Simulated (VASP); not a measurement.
Level of theory: r2SCAN meta-GGA, VASP's PBE PAW potentials (set 64) (plane waves; VASP).

VASP input:

KPOINTS:
```
K-points
0
Gamma
 7 7 4
```

File KPOINTS_OPT:
```
k-points along high-symmetry lines
6
Line-mode
Reciprocal
  0.000000   0.000000   0.000000 ! GAMMA
  0.500000   0.000000   0.000000 ! M

  0.500000   0.000000   0.000000 ! M
  0.333333   0.333333   0.000000 ! K

  0.333333   0.333333   0.000000 ! K
  0.000000   0.000000   0.000000 ! GAMMA

  0.000000   0.000000   0.000000 ! GAMMA
  0.000000   0.000000   0.500000 ! A

  0.000000   0.000000   0.500000 ! A
  0.500000   0.000000   0.500000 ! L

  0.500000   0.000000   0.500000 ! L
  0.333333   0.333333   0.500000 ! H

  0.333333   0.333333   0.500000 ! H
  0.000000   0.000000   0.500000 ! A

  0.500000   0.000000   0.500000 ! L
  0.500000   0.000000   0.000000 ! M

  0.333333   0.333333   0.500000 ! H
  0.333333   0.333333   0.000000 ! K
```

### INCAR
```
ALGO = Normal
EDIFF = 1E-7
ENCUT = 400
ISIF = 2
ISMEAR = -5
LASPH = .TRUE.
LCHARG = .FALSE.
LEFG = .TRUE.
LMAXMIX = 4
LMIXTAU = .TRUE.
LORBIT = 11
LREAL = .FALSE.
LWAVE = .FALSE.
METAGGA = R2SCAN
NEDOS = 601
NELM = 100
PREC = Accurate
SYSTEM = SiGe
```

File POSCAR:
```
SiGe
1
    3.9031309623    -0.0000000000     0.0000000000
   -1.9515654812     3.3802106797     0.0000000000
    0.0000000000     0.0000000000     6.4443720743
Si Ge
2 2
Direct
  0.6666670000   0.3333330000   0.8746049033
  0.3333330000   0.6666670000   0.3746049033
  0.6666670000   0.3333330000   0.5003950967
  0.3333330000   0.6666670000   0.0003950967
```

POTCAR, in this order: Si Ge_d (PBE.64 set). Program: vasp_std.

Output

OUTCAR:
```
 ion  position               nearest neighbor table
   1  0.667  0.333  0.875-   4 2.39   4 2.39   4 2.39   3 2.41
   2  0.333  0.667  0.375-   3 2.39   3 2.39   3 2.39   4 2.41
   3  0.667  0.333  0.500-   2 2.39   2 2.39   2 2.39   1 2.41
   4  0.333  0.667  0.000-   1 2.39   1 2.39   1 2.39   2 2.41
  LATTYP: Found a hexagonal cell.
 ALAT       =     3.9031309623
 C/A-ratio  =     1.6510775930
 Subroutine PRICEL returns:
 Original cell was already a primitive cell.
 Subroutine GETGRP returns: Found 12 space group operations
The static configuration has the point symmetry C_3v.
 The point group associated with its full space group is C_6v.
The dynamic configuration has the point symmetry C_3v.
 Subroutine INISYM returns: Found 12 space group operations
 Subroutine IBZKPT returns following result:
 Found     24 irreducible k-points:

 Following reciprocal coordinates:
            Coordinates               Weight
  0.000000  0.000000  0.000000      1.000000
  0.142857  0.000000  0.000000      6.000000
  0.285714  0.000000  0.000000      6.000000
  0.428571 -0.000000  0.000000      6.000000
  0.142857  0.142857  0.000000      6.000000
  0.285714  0.142857  0.000000     12.000000
  0.428571  0.142857  0.000000      6.000000
  0.285714  0.285714  0.000000      6.000000
  0.000000  0.000000  0.250000      2.000000
  0.142857  0.000000  0.250000     12.000000
  0.285714  0.000000  0.250000     12.000000
  0.428571 -0.000000  0.250000     12.000000
  0.142857  0.142857  0.250000     12.000000
  0.285714  0.142857  0.250000     24.000000
  0.428571  0.142857  0.250000     12.000000
  0.285714  0.285714  0.250000     12.000000
  0.000000  0.000000  0.500000      1.000000
  0.142857  0.000000  0.500000      6.000000
  0.285714  0.000000  0.500000      6.000000
  0.428571 -0.000000  0.500000      6.000000
...
```

OSZICAR:
```
       N       E                     dE             d eps       ncg     rms          rms(c)
DAV:   1     0.224480820177E+03    0.22448E+03   -0.16424E+04  1164   0.317E+03
DAV:   2    -0.114232438361E+02   -0.23590E+03   -0.23185E+03  1074   0.646E+02
DAV:   3    -0.477257640261E+02   -0.36303E+02   -0.36156E+02  1284   0.164E+02
DAV:   4    -0.489879746069E+02   -0.12622E+01   -0.12613E+01  1230   0.354E+01
DAV:   5    -0.490178228078E+02   -0.29848E-01   -0.29845E-01  1316   0.577E+00    0.669E+00
DAV:   6    -0.468055069423E+02    0.22123E+01   -0.41123E-01  1170   0.940E+00    0.422E+00
DAV:   7    -0.434252621861E+02    0.33802E+01   -0.71579E-01  1152   0.770E+00    0.820E-01
DAV:   8    -0.448117671119E+02   -0.13865E+01   -0.59934E-01  1092   0.582E+00    0.245E-01
DAV:   9    -0.451023275930E+02   -0.29056E+00   -0.94212E-02  1236   0.204E+00    0.284E-01
DAV:  10    -0.451458509404E+02   -0.43523E-01   -0.70350E-02  1080   0.203E+00    0.259E-01
DAV:  11    -0.451392273632E+02    0.66236E-02   -0.11994E-02  1122   0.852E-01    0.169E-01
DAV:  12    -0.451562680134E+02   -0.17041E-01   -0.99355E-03  1104   0.787E-01    0.552E-02
DAV:  13    -0.451567610546E+02   -0.49304E-03   -0.47052E-04  1260   0.187E-01    0.455E-02
DAV:  14    -0.451568588105E+02   -0.97756E-04   -0.10559E-05  1304   0.277E-02    0.440E-02
DAV:  15    -0.451564278865E+02    0.43092E-03   -0.39214E-05  1152   0.449E-02    0.486E-02
DAV:  16    -0.451588494189E+02   -0.24215E-02   -0.16102E-03  1080   0.291E-01    0.305E-02
DAV:  17    -0.451588930925E+02   -0.43674E-04   -0.56371E-05  1370   0.569E-02    0.151E-02
DAV:  18    -0.451588895202E+02    0.35723E-05   -0.13478E-06   950   0.961E-03    0.134E-02
DAV:  19    -0.451588941419E+02   -0.46217E-05   -0.72695E-07  1016   0.834E-03    0.125E-02
DAV:  20    -0.451588831339E+02    0.11008E-04   -0.47951E-06  1086   0.185E-02    0.553E-03
DAV:  21    -0.451588942924E+02   -0.11159E-04   -0.19768E-06   912   0.115E-02    0.365E-03
DAV:  22    -0.451588927101E+02    0.15824E-05   -0.11049E-07   714   0.434E-03    0.205E-03
DAV:  23    -0.451588937350E+02   -0.10249E-05   -0.24174E-07   912   0.401E-03    0.662E-04
DAV:  24    -0.451588930343E+02    0.70067E-06   -0.71983E-08   660   0.222E-03    0.596E-04
DAV:  25    -0.451588931883E+02   -0.15402E-06   -0.37223E-08   582   0.140E-03    0.428E-04
DAV:  26    -0.451588933386E+02   -0.15028E-06   -0.18419E-08   564   0.109E-03    0.570E-05
DAV:  27    -0.451588935237E+02   -0.18513E-06   -0.15951E-09   582   0.391E-04    0.858E-05
DAV:  28    -0.451588934968E+02    0.26947E-07   -0.30254E-10   570   0.170E-04
   1 F= -.45158893E+02 E0= -.45158893E+02  d E =0.000000E+00
       N       E                     dE             ncg
       N       E                     dE             ncg
       N       E                     dE             ncg
```

**OUTCAR**
```
------------------------ aborting loop because EDIFF is reached ----------------------------------------
  FORCE on cell =-STRESS in cart. coord.  units (eV):
  Direction    XX          YY          ZZ          XY          YZ          ZX
  --------------------------------------------------------------------------------------
  Total       -0.0277909     -0.0277909      0.0069867      0.0000000     -0.0000000      0.0000000
  in kB       -0.5236918     -0.5236919      0.1316574      0.0000000     -0.0000000      0.0000000
  external PRESSURE =      -0.3052421 kB  Pullay stress =       0.0000000 kB
  volume of cell :       85.02
      direct lattice vectors                 reciprocal lattice vectors
     3.903130962  0.000000000  0.000000000     0.256204573  0.147919774  0.000000000
    -1.951565481  3.380210680  0.000000000     0.000000000  0.295839548  0.000000000
     0.000000000  0.000000000  6.444372074     0.000000000  0.000000000  0.155174156
 POSITION                                       TOTAL-FORCE (eV/Angst)
 -----------------------------------------------------------------------------------
      1.95157      1.12674      5.63628         0.000000      0.000000     -0.010402
     -0.00000      2.25347      2.41409        -0.000000      0.000000     -0.010402
      1.95157      1.12674      3.22473         0.000000     -0.000000      0.010402
     -0.00000      2.25347      0.00255        -0.000000      0.000000      0.010402
 -----------------------------------------------------------------------------------
    total drift:                                0.000094     -0.000056      0.009815
  FREE ENERGIE OF THE ION-ELECTRON SYSTEM (eV)
  ---------------------------------------------------
  free  energy   TOTEN  =       -45.1588934968 eV

  energy  without entropy=      -45.1588934968  energy(sigma->0) =      -45.15889350

 total charge

# of ion       s       p       d       tot
------------------------------------------
    1        0.752   0.913   0.000   1.665
    2        0.752   0.913   0.000   1.665
    3        1.086   1.385  10.027  12.498
    4        1.086   1.385  10.027  12.498
--------------------------------------------------
tot          3.676   4.595  20.054  28.326

 Electric field gradients after diagonalization (V/A^2)
 (convention: |V_zz| > |V_xx| > |V_yy|)
----------------------------------------------------------------------
 ion       V_xx      V_yy      V_zz     asymmetry (V_yy - V_xx)/ V_zz
----------------------------------------------------------------------
   1      -2.036    -2.036     4.072       0.000
   2      -2.036    -2.036     4.072       0.000
   3      -5.400    -5.389    10.789       0.001
   4      -5.400    -5.389    10.789       0.001
```
(Selected blocks of OUTCAR.)

The structure comes from a computed database's SiGe entry (P6_3mc); how it stands against other phases isn't given here. It was relaxed first.
